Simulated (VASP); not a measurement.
These are LDA (Ceperley-Alder, Perdew-Zunger), VASP's LDA PAW potentials (set 64) (plane waves; VASP) values and carry that method's errors.

The input files of a VASP run:

KPOINTS:
```
K-points
0
Gamma
9 9 9
0 0 0
```

INCAR:
```
ALGO  =  Normal
EDIFF  =  1E-6
EDIFFG  =  -0.01
ENCUT  =  520
IBRION  =  2
ISIF  =  3
ISMEAR  =  1
LASPH  =  .TRUE.
LCHARG  =  .FALSE.
LMAXMIX  =  4
LREAL  =  .FALSE.
LWAVE  =  .FALSE.
NELM  =  100
NSW  =  60
PREC  =  Accurate
SIGMA  =  0.1
SYSTEM  =  Sb
```

POSCAR:
```
Sb
1.0
  3.9573420000  -2.1550000000   0.0000000000
  3.9573420000   2.1550000000   0.0000000000
  2.7838200000   0.0000000000   3.5432930000
Sb
2
Cartesian
  2.4981006840   0.0000000000   0.8273589155
  8.2004033160  -0.0000000000   2.7159340845
```

POTCAR, in this order: Sb (LDA.64 set). Program: vasp_std.

The run wrote:

File OUTCAR:
```
 ion  position               nearest neighbor table
   1  0.233  0.233  0.233-   2 2.91   2 2.91   2 2.91   2 3.35   2 3.35   2 3.35
   2  0.767  0.767  0.767-   1 2.91   1 2.91   1 2.91   1 3.35   1 3.35   1 3.35
  LATTYP: Found a trigonal (rhomboedric) cell.
 ALAT       =     4.5060604418
 COS(alpha) =     0.5425636908
 Subroutine PRICEL returns:
 Original cell was already a primitive cell.
 Subroutine GETGRP returns: Found 12 space group operations
The static configuration has the point symmetry D_3d.
The dynamic configuration has the point symmetry D_3d.
 Subroutine INISYM returns: Found 12 space group operations
 Subroutine IBZKPT returns following result:
 Found     85 irreducible k-points:

 Following reciprocal coordinates:
            Coordinates               Weight
  0.000000  0.000000  0.000000      1.000000
  0.111111 -0.000000 -0.000000      6.000000
  0.222222 -0.000000  0.000000      6.000000
  0.333333  0.000000 -0.000000      6.000000
  0.444444 -0.000000  0.000000      6.000000
  0.111111  0.111111 -0.000000      6.000000
  0.222222  0.111111 -0.000000     12.000000
  0.333333  0.111111 -0.000000     12.000000
  0.444444  0.111111 -0.000000     12.000000
 -0.444444  0.111111  0.000000     12.000000
 -0.333333  0.111111  0.000000     12.000000
 -0.222222  0.111111  0.000000     12.000000
 -0.111111  0.111111  0.000000      6.000000
  0.222222  0.222222  0.000000      6.000000
  0.333333  0.222222  0.000000     12.000000
  0.444444  0.222222 -0.000000     12.000000
 -0.444444  0.222222  0.000000     12.000000
 -0.333333  0.222222 -0.000000     12.000000
 -0.222222  0.222222  0.000000      6.000000
  0.333333  0.333333 -0.000000      6.000000
  0.444444  0.333333 -0.000000     12.000000
 -0.444444  0.333333  0.000000     12.000000
 -0.333333  0.333333  0.000000      6.000000
  0.444444  0.444444  0.000000      6.000000
 -0.444444  0.444444  0.000000      6.000000
  0.111111  0.111111  0.111111      2.000000
  0.222222  0.111111  0.111111      6.000000
  0.333333  0.111111  0.111111      6.000000
  0.444444  0.111111  0.111111      6.000000
 -0.444444  0.111111  0.111111      6.000000
 -0.333333  0.111111  0.111111      6.000000
 -0.222222  0.111111  0.111111      6.000000
 -0.111111  0.111111  0.111111      6.000000
  0.222222  0.222222  0.111111      6.000000
  0.333333  0.222222  0.111111     12.000000
  0.444444  0.222222  0.111111     12.000000
 -0.444444  0.222222  0.111111     12.000000
 -0.333333  0.222222  0.111111     12.000000
 -0.222222  0.222222  0.111111     12.000000
 -0.111111  0.222222  0.111111     12.000000
   k-points           NKPTS =     85   k-points in BZ     NKDIM =     85   number of bands    NBANDS=      9
   number of dos      NEDOS =    301   number of ions     NIONS =      2
   total plane-waves  NPLWV =  46656
   dimension x,y,z NGX =    36 NGY =   36 NGZ =   36
   dimension x,y,z NGXF=    72 NGYF=   72 NGZF=   72
   ions per type =               2
   PREC   = accura    normal or accurate (medium, high low for compatibility)
   ISTART =      0    job   : 0-new  1-cont  2-samecut
   ICHARG =      2    charge: 1-file 2-atom 10-const
   ISPIN  =      1    spin polarized calculation?
   LNONCOLLINEAR =      F non collinear calculations
   LSORBIT =      F    spin-orbit coupling
   INIWAV =      1    electr: 0-lowe 1-rand  2-diag
   ENCUT  =  520.0 eV  38.22 Ry    6.18 a.u.   8.38  8.38  8.38*2*pi/ulx,y,z
   NELM   =    100;   NELMIN=  2; NELMDL= -5     # of ELM steps
   EDIFF  = 0.1E-05   stopping-criterion for ELM
   LREAL  =      F    real-space projection
   NLSPLINE    = F    spline interpolate recip. space projectors
...
```

OSZICAR:
```
       N       E                     dE             d eps       ncg     rms          rms(c)
DAV:   1     0.406264669775E+02    0.40626E+02   -0.35933E+03  1530   0.867E+02
DAV:   2    -0.794323101591E+01   -0.48570E+02   -0.47562E+02  2208   0.127E+02
DAV:   3    -0.963342095759E+01   -0.16902E+01   -0.16857E+01  1812   0.301E+01
DAV:   4    -0.964940532925E+01   -0.15984E-01   -0.15435E-01  1926   0.327E+00
DAV:   5    -0.964951910035E+01   -0.11377E-03   -0.11377E-03  1781   0.282E-01    0.314E+00
DAV:   6    -0.963279781294E+01    0.16721E-01   -0.42480E-03  1717   0.403E-01    0.188E+00
DAV:   7    -0.962332007865E+01    0.94777E-02   -0.94271E-03  1648   0.603E-01    0.560E-02
DAV:   8    -0.962332632164E+01   -0.62430E-05   -0.20877E-04  1606   0.121E-01    0.188E-02
DAV:   9    -0.962333072921E+01   -0.44076E-05   -0.17383E-05  1783   0.303E-02    0.756E-03
DAV:  10    -0.962333026805E+01    0.46115E-06   -0.25633E-06  1322   0.102E-02
   1 F= -.96233303E+01 E0= -.96233008E+01  d E =-.962333E+01
       N       E                     dE             d eps       ncg     rms          rms(c)
DAV:   1    -0.963707226642E+01   -0.13742E-01   -0.30302E-01  1612   0.298E+00    0.423E-01
DAV:   2    -0.963058767164E+01    0.64846E-02   -0.69594E-03  1623   0.603E-01    0.241E-01
DAV:   3    -0.962746422119E+01    0.31235E-02   -0.75380E-03  1599   0.453E-01    0.774E-02
DAV:   4    -0.962745150382E+01    0.12717E-04   -0.84907E-05  1644   0.830E-02    0.654E-02
DAV:   5    -0.962743128781E+01    0.20216E-04   -0.17533E-05  1828   0.288E-02    0.293E-03
DAV:   6    -0.962743124706E+01    0.40753E-07   -0.19006E-06  1314   0.101E-02
   2 F= -.96274312E+01 E0= -.96273253E+01  d E =-.410098E-02
       N       E                     dE             d eps       ncg     rms          rms(c)
DAV:   1    -0.962768847939E+01   -0.25719E-03   -0.50073E-03  1613   0.381E-01    0.542E-02
DAV:   2    -0.962758147123E+01    0.10701E-03   -0.11611E-04  1602   0.787E-02    0.311E-02
DAV:   3    -0.962752956448E+01    0.51907E-04   -0.12529E-04  1599   0.583E-02    0.986E-03
DAV:   4    -0.962752934526E+01    0.21922E-06   -0.13045E-06  1135   0.106E-02
   3 F= -.96275293E+01 E0= -.96274303E+01  d E =-.419908E-02
       N       E                     dE             d eps       ncg     rms          rms(c)
DAV:   1    -0.963094233532E+01   -0.34128E-02   -0.13264E-01  1595   0.219E+00    0.108E-01
DAV:   2    -0.963089256539E+01    0.49770E-04   -0.34216E-03  1612   0.484E-01    0.664E-02
DAV:   3    -0.963069060601E+01    0.20196E-03   -0.48723E-04  1723   0.129E-01    0.130E-02
DAV:   4    -0.963068791443E+01    0.26916E-05   -0.18624E-05  1785   0.326E-02    0.140E-02
DAV:   5    -0.963068716596E+01    0.74847E-06   -0.12986E-06   950   0.812E-03
   4 F= -.96306872E+01 E0= -.96305940E+01  d E =-.315782E-02
       N       E                     dE             d eps       ncg     rms          rms(c)
DAV:   1    -0.963304378407E+01   -0.23559E-02   -0.27932E-01  1609   0.318E+00    0.153E-01
DAV:   2    -0.963295447176E+01    0.89312E-04   -0.72206E-03  1598   0.705E-01    0.960E-02
DAV:   3    -0.963253356918E+01    0.42090E-03   -0.10546E-03  1750   0.189E-01    0.188E-02
DAV:   4    -0.963252989502E+01    0.36742E-05   -0.33990E-05  1766   0.462E-02    0.204E-02
DAV:   5    -0.963252828716E+01    0.16079E-05   -0.28659E-06  1511   0.117E-02    0.619E-03
DAV:   6    -0.963252812040E+01    0.16677E-06   -0.88749E-07   778   0.617E-03
   5 F= -.96325281E+01 E0= -.96323976E+01  d E =-.499878E-02
       N       E                     dE             d eps       ncg     rms          rms(c)
DAV:   1    -0.963255219413E+01   -0.23907E-04   -0.31708E-03  1610   0.338E-01    0.163E-02
DAV:   2    -0.963255149676E+01    0.69737E-06   -0.83789E-05  1624   0.757E-02    0.107E-02
DAV:   3    -0.963254673731E+01    0.47595E-05   -0.11004E-05  1753   0.194E-02    0.203E-03
DAV:   4    -0.963254665942E+01    0.77884E-07   -0.38242E-07   782   0.487E-03
   6 F= -.96325467E+01 E0= -.96324094E+01  d E =-.501731E-02
       N       E                     dE             d eps       ncg     rms          rms(c)
DAV:   1    -0.963272003392E+01   -0.17330E-03   -0.48439E-03  1638   0.393E-01    0.533E-02
DAV:   2    -0.963263129135E+01    0.88743E-04   -0.11049E-04  1595   0.787E-02    0.296E-02
DAV:   3    -0.963258491247E+01    0.46379E-04   -0.10102E-04  1637   0.530E-02    0.967E-03
DAV:   4    -0.963258479076E+01    0.12171E-06   -0.87404E-07  1150   0.866E-03
   7 F= -.96325848E+01 E0= -.96324558E+01  d E =-.381313E-04
       N       E                     dE             d eps       ncg     rms          rms(c)
DAV:   1    -0.963260734294E+01   -0.22430E-04   -0.45169E-04  1638   0.120E-01    0.155E-02
DAV:   2    -0.963259897642E+01    0.83665E-05   -0.10327E-05  1589   0.241E-02    0.854E-03
DAV:   3    -0.963259457760E+01    0.43988E-05   -0.93276E-06  1630   0.161E-02    0.302E-03
DAV:   4    -0.963259456490E+01    0.12703E-07   -0.76809E-08   767   0.263E-03
   8 F= -.96325946E+01 E0= -.96324627E+01  d E =-.479055E-04
       N       E                     dE             d eps       ncg     rms          rms(c)
DAV:   1    -0.963262281720E+01   -0.28240E-04   -0.90088E-04  1677   0.197E-01    0.141E-02
DAV:   2    -0.963261902346E+01    0.37937E-05   -0.27543E-05  1668   0.396E-02    0.766E-03
DAV:   3    -0.963261690807E+01    0.21154E-05   -0.69758E-06  1898   0.154E-02    0.143E-03
DAV:   4    -0.963261691696E+01   -0.88914E-08   -0.48970E-07   785   0.559E-03
   9 F= -.96326169E+01 E0= -.96324819E+01  d E =-.223521E-04
```

**OUTCAR**
```
------------------------ aborting loop because EDIFF is reached ----------------------------------------
  FORCE on cell =-STRESS in cart. coord.  units (eV):
  Direction    XX          YY          ZZ          XY          YZ          ZX
  --------------------------------------------------------------------------------------
  Total       -0.0066543     -0.0002603     -0.0009617      0.0000000      0.0000000     -0.0021176
  in kB       -0.1817954     -0.0071125     -0.0262735      0.0000000      0.0000000     -0.0578541
  external PRESSURE =      -0.0717271 kB  Pullay stress =       0.0000000 kB
  volume of cell :       58.64
      direct lattice vectors                 reciprocal lattice vectors
     3.865407640 -2.150490095 -0.027705330     0.128644305 -0.232505140 -0.098801215
     3.865407640  2.150490095 -0.027705330     0.128644305  0.232505140 -0.098801215
     2.694341554  0.000000000  3.508172397     0.002031903  0.000000000  0.283488166
 POSITION                                       TOTAL-FORCE (eV/Angst)
 -----------------------------------------------------------------------------------
      2.46066      0.00000      0.81496         0.001334      0.000000      0.000442
      7.96450      0.00000      2.63780        -0.001334     -0.000000     -0.000442
 -----------------------------------------------------------------------------------
    total drift:                               -0.000000     -0.000000     -0.000000
  FREE ENERGIE OF THE ION-ELECTRON SYSTEM (eV)
  ---------------------------------------------------
  free  energy   TOTEN  =        -9.6326169170 eV

  energy  without entropy=       -9.6322118828  energy(sigma->0) =       -9.63248191

 reached required accuracy - stopping structural energy minimisation
```
(Selected blocks of OUTCAR.)

CONTCAR:
```
Sb
   1.00000000000000
     3.8654076396597952   -2.1504900945386844   -0.0277053295282337
     3.8654076396597952    2.1504900945386844   -0.0277053295282337
     2.6943415542643789    0.0000000000000000    3.5081723968753260
  Sb
     2
Direct
     0.2360310241876337    0.2360310241876337    0.2360310241872088
     0.7639689758123666    0.7639689758123666    0.7639689758127912
```

Energy and stress use the plane-wave basis of the starting cell.

The compound is Sb in the a7 structure. This run relaxes it. Symmetry was kept, so distortions that lower it aren't found.
